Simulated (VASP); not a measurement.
# Shielding tensors and field gradients of InF3, part 2 of 3

Aim: NMR shielding tensors and field gradients of InF3. The cell has space group R-3c. The start is a cell from a database of measured crystal structures.

VASP 6.6.1, plane waves and PAW; the level of theory is named at each step.

So far. Step 2 (Ground state): The cell has a gap of 4.24 eV on this mesh. Spin-orbit coupling is left out, which can shift or reorder these edges. Forces of up to 0.11 eV/Å remain in these settings, with PBE data sets under LDA.

## (3) Shielding tensors

This step: chemical shifts by linear response (GIPAW), LDA; plane waves and PAW (In_d, F) (VASP 6.6.1).

LCHIMAG computes the induced currents by linear response. It needs tightly converged orbitals and a cutoff well above the default; LEFG adds the field gradients at no cost.

File INCAR:

```
SYSTEM = InF3
PREC = Accurate
ENCUT = 560
EDIFF = 1E-09
NELM = 100
ISMEAR = 0
SIGMA = 0.01
LREAL = .FALSE.
ALGO = Normal
GGA = CA
NBANDS = 42
LWAVE = .FALSE.
LCHARG = .FALSE.
KPAR = 8
LCHIMAG = .TRUE.
LEFG = .TRUE.
DQ = 0.001
ICHIBARE = 1
LNMR_SYM_RED = .TRUE.
```

File POSCAR:

```
InF3
1.0
    2.7051500000      1.5618190807      4.7925000000
   -2.7051500000      1.5618190807      4.7925000000
    0.0000000000     -3.1236381614      4.7925000000
In F
2 6
Direct
    0.0000000000      0.0000000000      0.0000000000
    0.5000000000      0.5000000000      0.5000000000
    0.8584000000      0.2500000000      0.6416000000
    0.2500000000      0.6416000000      0.8584000000
    0.6416000000      0.8584000000      0.2500000000
    0.1416000000      0.7500000000      0.3584000000
    0.7500000000      0.3584000000      0.1416000000
    0.3584000000      0.1416000000      0.7500000000
```

File KPOINTS:

```
Automatic mesh
0
Gamma
5 5 5
0 0 0
```

The projector-augmented-wave data sets are In_d and F (LDA family, release 64).

The run is started by

```console
$ mpirun -np 8 vasp_std
```

What it wrote:

```text
[banner, memory and clock lines left out]
running    8 mpi-ranks, on    1 nodes
 distrk:  each k-point on    1 cores,    8 groups
 distr:  one band on    1 cores,    1 groups

 POSCAR found type information on POSCAR InF
 POSCAR found :  2 types and       8 ions
 [... a notice as in an earlier step ...]

 LDA part: xc-table for (Slater(with rela. corr.)+CA(PZ))
 , standard interpolation
 POSCAR, INCAR and KPOINTS ok, starting setup
 FFT: planning ... GRIDC
 FFT: planning ... GRID_SOFT
 FFT: planning ... GRID
 WAVECAR not read
 entering main loop
       N       E                     dE             d eps       ncg     rms          rms(c)
DAV:   1     0.988376185549E+03    0.98838E+03   -0.35235E+04  1630   0.211E+03
DAV:   2     0.106080916595E+03   -0.88230E+03   -0.83940E+03  1860   0.583E+02
DAV:   3    -0.361117075061E+02   -0.14219E+03   -0.13969E+03  1656   0.240E+02
DAV:   4    -0.443171397198E+02   -0.82054E+01   -0.81215E+01  2032   0.626E+01
DAV:   5    -0.446386952467E+02   -0.32156E+00   -0.32125E+00  2120   0.124E+01    0.168E+01
DAV:   6    -0.404609125547E+02    0.41778E+01   -0.14818E+01  2504   0.477E+01    0.120E+01
DAV:   7    -0.403688805808E+02    0.92032E-01   -0.95861E-01  1736   0.616E+00    0.359E+00
DAV:   8    -0.402977870415E+02    0.71094E-01   -0.76854E-02  2326   0.244E+00    0.130E+00
DAV:   9    -0.402793990511E+02    0.18388E-01   -0.20926E-02  2456   0.214E+00    0.117E-01
DAV:  10    -0.402798836923E+02   -0.48464E-03   -0.51859E-03  2000   0.513E-01    0.196E-01
DAV:  11    -0.402798870819E+02   -0.33897E-05   -0.14605E-04  2590   0.112E-01    0.107E-01
DAV:  12    -0.402798889855E+02   -0.19036E-05   -0.10676E-05  2496   0.266E-02    0.509E-02
DAV:  13    -0.402798883541E+02    0.63140E-06   -0.34249E-06  2332   0.170E-02    0.783E-03
DAV:  14    -0.402798883729E+02   -0.18801E-07   -0.11829E-07  2120   0.255E-03    0.345E-03
DAV:  15    -0.402798883741E+02   -0.12351E-08   -0.16217E-08  2356   0.169E-03    0.150E-03
DAV:  16    -0.402798883745E+02   -0.31650E-09   -0.13976E-09  1320   0.361E-04
ion   1
     0.0000000     0.0000000     0.0000000    -0.0492660     0.0000000    -0.0000000
     0.0000565     0.0000000     0.0000000    -0.0492660     0.0000000    -0.0000000
     0.0000778     0.0000000     0.0000000    -0.0492660     0.0000000    -0.0000000
     0.0001071     0.0000000     0.0000000    -0.0492660     0.0000000    -0.0000000
     0.0001475     0.0000000     0.0000000    -0.0492660     0.0000000    -0.0000000

     0.0000000    -0.0000000     0.0000000     9.0638863     0.0000000    -0.0000000
     0.0000565    -0.0000000     0.0000000     9.0621519     0.0000000    -0.0000000
     0.0000778    -0.0000000     0.0000000     9.0611898     0.0000000    -0.0000000
     0.0001071    -0.0000000     0.0000000     9.0596349     0.0000000    -0.0000000
     0.0001475    -0.0000000     0.0000000     9.0571318     0.0000000    -0.0000000

ion   2
     0.0000000    -0.0000000     0.0000000    -0.0492660    -0.0000000    -0.0000000
     0.0000565    -0.0000000     0.0000000    -0.0492660    -0.0000000    -0.0000000
     0.0000778    -0.0000000     0.0000000    -0.0492660    -0.0000000    -0.0000000
     0.0001071    -0.0000000     0.0000000    -0.0492660    -0.0000000    -0.0000000
     0.0001475    -0.0000000     0.0000000    -0.0492660    -0.0000000    -0.0000000

     0.0000000     0.0000000     0.0000000     9.0638863    -0.0000000    -0.0000000
     0.0000565     0.0000000     0.0000000     9.0621519    -0.0000000    -0.0000000
     0.0000778     0.0000000     0.0000000     9.0611898    -0.0000000    -0.0000000
     0.0001071     0.0000000     0.0000000     9.0596349    -0.0000000    -0.0000000
     0.0001475     0.0000000     0.0000000     9.0571318    -0.0000000    -0.0000000

ion   3
     0.0000000     9.7253576    10.9740181    -0.1577808   -19.0075569    -5.6149378
     0.0000310     9.7253575    10.9740180    -0.1577808   -19.0075567    -5.6149378
     0.0000427     9.7253574    10.9740179    -0.1577808   -19.0075565    -5.6149377
     0.0000588     9.7253572    10.9740177    -0.1577808   -19.0075562    -5.6149376
     0.0000810     9.7253569    10.9740174    -0.1577808   -19.0075557    -5.6149374

     0.0000000    40.5032476    45.4386199    -0.7018076   -78.7019984   -23.3845609
     0.0000310    40.5032319    45.4386024    -0.7018073   -78.7019679   -23.3845518
     0.0000427    40.5032216    45.4385908    -0.7018071   -78.7019479   -23.3845459
     0.0000588    40.5032040    45.4385711    -0.7018068   -78.7019138   -23.3845357
     0.0000810    40.5031745    45.4385381    -0.7018063   -78.7018567   -23.3845187

ion   4
     0.0000000    -9.7253576    10.9740181    -0.1577808    19.0075569    -5.6149378
     0.0000310    -9.7253575    10.9740180    -0.1577808    19.0075567    -5.6149378
     0.0000427    -9.7253574    10.9740179    -0.1577808    19.0075565    -5.6149377
     0.0000588    -9.7253572    10.9740177    -0.1577808    19.0075562    -5.6149376
     0.0000810    -9.7253569    10.9740174    -0.1577808    19.0075557    -5.6149374

     0.0000000   -40.5032476    45.4386199    -0.7018076    78.7019984   -23.3845609
     0.0000310   -40.5032319    45.4386024    -0.7018073    78.7019679   -23.3845518
     0.0000427   -40.5032216    45.4385908    -0.7018071    78.7019479   -23.3845459
     0.0000588   -40.5032040    45.4385711    -0.7018068    78.7019138   -23.3845357
     0.0000810   -40.5031745    45.4385381    -0.7018063    78.7018567   -23.3845187

ion   5
     0.0000000    -0.0000000   -21.9480362    -0.1577808    -0.0000000    11.2298756
     0.0000310    -0.0000000   -21.9480360    -0.1577808    -0.0000000    11.2298755
     0.0000427    -0.0000000   -21.9480358    -0.1577808    -0.0000000    11.2298754
     0.0000588    -0.0000000   -21.9480354    -0.1577808    -0.0000000    11.2298752
     0.0000810    -0.0000000   -21.9480347    -0.1577808    -0.0000000    11.2298749

     0.0000000    -0.0000000   -90.8772399    -0.7018076    -0.0000000    46.7691218
     0.0000310    -0.0000000   -90.8772048    -0.7018073    -0.0000000    46.7691037
     0.0000427    -0.0000000   -90.8771816    -0.7018071    -0.0000000    46.7690917
     0.0000588    -0.0000000   -90.8771422    -0.7018068    -0.0000000    46.7690715
     0.0000810    -0.0000000   -90.8770763    -0.7018063    -0.0000000    46.7690375

ion   6
     0.0000000     9.7253576    10.9740181    -0.1577808   -19.0075569    -5.6149378
     0.0000310     9.7253575    10.9740180    -0.1577808   -19.0075567    -5.6149378
     0.0000427     9.7253574    10.9740179    -0.1577808   -19.0075565    -5.6149377
     0.0000588     9.7253572    10.9740177    -0.1577808   -19.0075562    -5.6149376
[...]
RMM:   6    -0.209590851451E+03   -0.36362E-02   -0.12149E-02  6342   0.229E-01
RMM:   7    -0.209591270938E+03   -0.41949E-03   -0.13215E-03  6298   0.682E-02
RMM:   8    -0.209591320067E+03   -0.49128E-04   -0.18121E-04  6339   0.224E-02
RMM:   9    -0.209591327098E+03   -0.70313E-05   -0.24258E-05  6266   0.756E-03
RMM:  10    -0.209591328168E+03   -0.10705E-05   -0.39964E-06  6309   0.271E-03
RMM:  11    -0.209591328333E+03   -0.16435E-06   -0.56658E-07  5707   0.943E-04
RMM:  12    -0.209591328361E+03   -0.28116E-07   -0.99995E-08  4546   0.360E-04
RMM:  13    -0.209591328365E+03   -0.43785E-08   -0.15597E-08  3106   0.150E-04
RMM:  14    -0.209591328366E+03   -0.68599E-09   -0.21806E-09  2302   0.871E-05
BDIR= 3  IDIR= 1  IQ=  1
DAV:   1    -0.121461571763E+04   -0.12146E+04   -0.68711E-02  4078   0.143E+00
DAV:   2    -0.121461607598E+04   -0.35835E-03   -0.35835E-03  3852   0.351E-01
DAV:   3    -0.121461608383E+04   -0.78555E-05   -0.78555E-05  4366   0.559E-02
DAV:   4    -0.121461608423E+04   -0.39302E-06   -0.39287E-06  4550   0.106E-02
DAV:   5    -0.121461608423E+04   -0.45434E-08   -0.46080E-08  4434   0.117E-03
DAV:   6    -0.121461608423E+04   -0.22737E-11   -0.80718E-10  2722   0.183E-04
       N       E                     dE             d eps       ncg     rms
RMM:   1    -0.189204263368E+03   -0.18920E+03   -0.18529E+02  4114   0.128E+02
RMM:   2    -0.206289262120E+03   -0.17085E+02   -0.67063E+01  5810   0.337E+01
RMM:   3    -0.209178367909E+03   -0.28891E+01   -0.17004E+01  6222   0.940E+00
RMM:   4    -0.209559863396E+03   -0.38150E+00   -0.10808E+00  6310   0.258E+00
RMM:   5    -0.209595371338E+03   -0.35508E-01   -0.10552E-01  6191   0.735E-01
RMM:   6    -0.209599021960E+03   -0.36506E-02   -0.12273E-02  6355   0.230E-01
RMM:   7    -0.209599445474E+03   -0.42351E-03   -0.13282E-03  6316   0.685E-02
RMM:   8    -0.209599494785E+03   -0.49310E-04   -0.18194E-04  6355   0.225E-02
RMM:   9    -0.209599501817E+03   -0.70323E-05   -0.24203E-05  6308   0.759E-03
RMM:  10    -0.209599502883E+03   -0.10658E-05   -0.39798E-06  6383   0.272E-03
RMM:  11    -0.209599503046E+03   -0.16368E-06   -0.56421E-07  5803   0.945E-04
RMM:  12    -0.209599503074E+03   -0.27907E-07   -0.99377E-08  4616   0.360E-04
RMM:  13    -0.209599503079E+03   -0.43431E-08   -0.15453E-08  3142   0.151E-04
RMM:  14    -0.209599503079E+03   -0.67672E-09   -0.21581E-09  2320   0.870E-05
BDIR= 3  IDIR= 2  IQ= -1
DAV:   1    -0.121461278453E+04   -0.12146E+04   -0.68724E-02  4080   0.143E+00
DAV:   2    -0.121461314158E+04   -0.35705E-03   -0.35705E-03  3816   0.348E-01
DAV:   3    -0.121461314973E+04   -0.81470E-05   -0.81471E-05  4446   0.567E-02
DAV:   4    -0.121461315011E+04   -0.38806E-06   -0.38793E-06  4468   0.105E-02
DAV:   5    -0.121461315012E+04   -0.53185E-08   -0.52737E-08  4552   0.121E-03
DAV:   6    -0.121461315012E+04    0.93223E-10   -0.77862E-10  2766   0.174E-04
       N       E                     dE             d eps       ncg     rms
RMM:   1    -0.189175194089E+03   -0.18918E+03   -0.18502E+02  4108   0.128E+02
RMM:   2    -0.206277593830E+03   -0.17102E+02   -0.67189E+01  5783   0.338E+01
RMM:   3    -0.209172365466E+03   -0.28948E+01   -0.17000E+01  6196   0.942E+00
RMM:   4    -0.209555367392E+03   -0.38300E+00   -0.10791E+00  6276   0.259E+00
RMM:   5    -0.209591433572E+03   -0.36066E-01   -0.10925E-01  6194   0.740E-01
RMM:   6    -0.209595136680E+03   -0.37031E-02   -0.12227E-02  6321   0.229E-01
RMM:   7    -0.209595565442E+03   -0.42876E-03   -0.13841E-03  6312   0.691E-02
RMM:   8    -0.209595616893E+03   -0.51451E-04   -0.19116E-04  6331   0.226E-02
RMM:   9    -0.209595624428E+03   -0.75355E-05   -0.26157E-05  6305   0.759E-03
RMM:  10    -0.209595625564E+03   -0.11359E-05   -0.42116E-06  6355   0.274E-03
RMM:  11    -0.209595625747E+03   -0.18239E-06   -0.64792E-07  5763   0.960E-04
RMM:  12    -0.209595625777E+03   -0.30803E-07   -0.10862E-07  4590   0.365E-04
RMM:  13    -0.209595625782E+03   -0.49562E-08   -0.17694E-08  3060   0.152E-04
RMM:  14    -0.209595625783E+03   -0.80612E-09   -0.26857E-09  2273   0.882E-05
BDIR= 3  IDIR= 2  IQ=  0
DAV:   1    -0.121461646851E+04   -0.12146E+04   -0.12676E-09  2312   0.285E-04
DAV:   2    -0.121461646851E+04   -0.34561E-10   -0.27415E-10  2016   0.159E-04
       N       E                     dE             d eps       ncg     rms
RMM:   1    -0.189173726842E+03   -0.18917E+03   -0.18501E+02  4108   0.128E+02
RMM:   2    -0.206276294955E+03   -0.17103E+02   -0.67189E+01  5781   0.338E+01
RMM:   3    -0.209167597326E+03   -0.28913E+01   -0.16970E+01  6183   0.941E+00
RMM:   4    -0.209551032167E+03   -0.38343E+00   -0.10826E+00  6269   0.259E+00
RMM:   5    -0.209587165218E+03   -0.36133E-01   -0.10910E-01  6188   0.740E-01
RMM:   6    -0.209590843279E+03   -0.36781E-02   -0.12145E-02  6308   0.229E-01
RMM:   7    -0.209591268241E+03   -0.42496E-03   -0.13785E-03  6290   0.690E-02
RMM:   8    -0.209591319408E+03   -0.51167E-04   -0.18971E-04  6308   0.226E-02
RMM:   9    -0.209591326879E+03   -0.74705E-05   -0.25883E-05  6265   0.757E-03
RMM:  10    -0.209591328003E+03   -0.11236E-05   -0.41749E-06  6290   0.272E-03
RMM:  11    -0.209591328183E+03   -0.18000E-06   -0.63806E-07  5669   0.954E-04
RMM:  12    -0.209591328213E+03   -0.30261E-07   -0.10647E-07  4527   0.363E-04
RMM:  13    -0.209591328218E+03   -0.48641E-08   -0.17394E-08  3050   0.151E-04
RMM:  14    -0.209591328218E+03   -0.78865E-09   -0.26225E-09  2253   0.880E-05
BDIR= 3  IDIR= 2  IQ=  1
DAV:   1    -0.121461942227E+04   -0.12146E+04   -0.68725E-02  4080   0.143E+00
DAV:   2    -0.121461977907E+04   -0.35680E-03   -0.35680E-03  3818   0.348E-01
DAV:   3    -0.121461978731E+04   -0.82437E-05   -0.82438E-05  4402   0.571E-02
DAV:   4    -0.121461978772E+04   -0.40025E-06   -0.40029E-06  4510   0.107E-02
DAV:   5    -0.121461978772E+04   -0.54615E-08   -0.54368E-08  4508   0.123E-03
DAV:   6    -0.121461978772E+04   -0.18781E-09   -0.78191E-10  2788   0.178E-04
       N       E                     dE             d eps       ncg     rms
RMM:   1    -0.189196225722E+03   -0.18920E+03   -0.18525E+02  4113   0.128E+02
RMM:   2    -0.206277270983E+03   -0.17081E+02   -0.67060E+01  5785   0.337E+01
RMM:   3    -0.209165697310E+03   -0.28884E+01   -0.16962E+01  6192   0.941E+00
RMM:   4    -0.209546412600E+03   -0.38072E+00   -0.10739E+00  6279   0.258E+00
RMM:   5    -0.209581917279E+03   -0.35505E-01   -0.10803E-01  6193   0.737E-01
RMM:   6    -0.209585544636E+03   -0.36274E-02   -0.11995E-02  6323   0.228E-01
RMM:   7    -0.209585963237E+03   -0.41860E-03   -0.13631E-03  6308   0.687E-02
RMM:   8    -0.209586013693E+03   -0.50456E-04   -0.18704E-04  6327   0.225E-02
RMM:   9    -0.209586021060E+03   -0.73677E-05   -0.25514E-05  6312   0.752E-03
RMM:  10    -0.209586022169E+03   -0.11083E-05   -0.41211E-06  6354   0.270E-03
RMM:  11    -0.209586022346E+03   -0.17738E-06   -0.62735E-07  5724   0.945E-04
RMM:  12    -0.209586022376E+03   -0.29729E-07   -0.10462E-07  4548   0.360E-04
RMM:  13    -0.209586022381E+03   -0.47798E-08   -0.17116E-08  3048   0.150E-04
RMM:  14    -0.209586022381E+03   -0.76875E-09   -0.25388E-09  2264   0.875E-05
       N       E                     dE             d eps       ncg     rms
RLQ:   1    -0.112833085488E+02   -0.11283E+02   -0.56811E+02  3884   0.225E+02
RLQ:   2    -0.125966198765E+02   -0.13133E+01   -0.35841E+00  5831   0.548E+00
RLQ:   3    -0.126848088560E+02   -0.88189E-01   -0.33198E-01  6190   0.148E+00
RLQ:   4    -0.126945474408E+02   -0.97386E-02   -0.24331E-02  6192   0.384E-01
RLQ:   5    -0.126954434014E+02   -0.89596E-03   -0.33448E-03  6338   0.125E-01
RLQ:   6    -0.126955380995E+02   -0.94698E-04   -0.21762E-04  6408   0.366E-02
RLQ:   7    -0.126955468416E+02   -0.87421E-05   -0.35567E-05  6333   0.110E-02
RLQ:   8    -0.126955479545E+02   -0.11129E-05   -0.28072E-06  6221   0.323E-03
RLQ:   9    -0.126955480779E+02   -0.12340E-06   -0.50830E-07  5746   0.108E-03
RLQ:  10    -0.126955480957E+02   -0.17839E-07   -0.47423E-08  4282   0.354E-04
RLQ:  11    -0.126955480979E+02   -0.22010E-08   -0.89748E-09  3004   0.144E-04
RLQ:  12    -0.126955480982E+02   -0.32128E-09   -0.91389E-10  2155   0.816E-05
```

Wall time 11 min (8 MPI ranks of Intel Xeon 6975P-C (Granite Rapids), shared host); peak memory 8.4 GiB; 1.5 h of CPU time.

[end of part 2 of 3]

[Lines on the potential files, build, host, timing and source positions are cut from VASP's logs without a mark.]

[Logs are printed without paths, hosts, clocks, repeated set-up lines and the standing remarks that a program may print on its own settings, such as how far it seeks lower states.]

[Hosts, paths, dates, database ids (printed as entryN), source tags and the programs' standing remarks are cut or masked in the printed files.]
